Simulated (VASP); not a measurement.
Consider the following.

```
CELL_PARAMETERS angstrom
      2.33296    -4.04081     0.00000
      2.33296     4.04081     0.00000
      0.00000     0.00000     7.60007
ATOMIC_POSITIONS crystal
  Mg 0.66667 0.33333 0.49980
  Mg 0.33333 0.66667 0.99980
  Te 0.66667 0.33333 0.87620
  Te 0.33333 0.66667 0.37620
```

These are vdW-DF2, VASP's PBE PAW potentials (set 64) (plane waves; VASP 6.6.1) values and carry that method's errors. Settings: 520 eV cut-off, 5×5×3 Γ-centred mesh, Gaussian smearing of 0.050 eV, potentials Mg Te.

Question: Predict the energy per atom (σ→0).

Answer: 
```
Item                           Result
---------------------  --------------
energy per atom (σ→0)  -1.370 eV/atom
```

Only differences to runs with the same potentials and settings are physical.

The compound is MgTe in the wurtzite structure. It was relaxed first, which changed the volume by +8 %. The start is the result of an earlier pass.
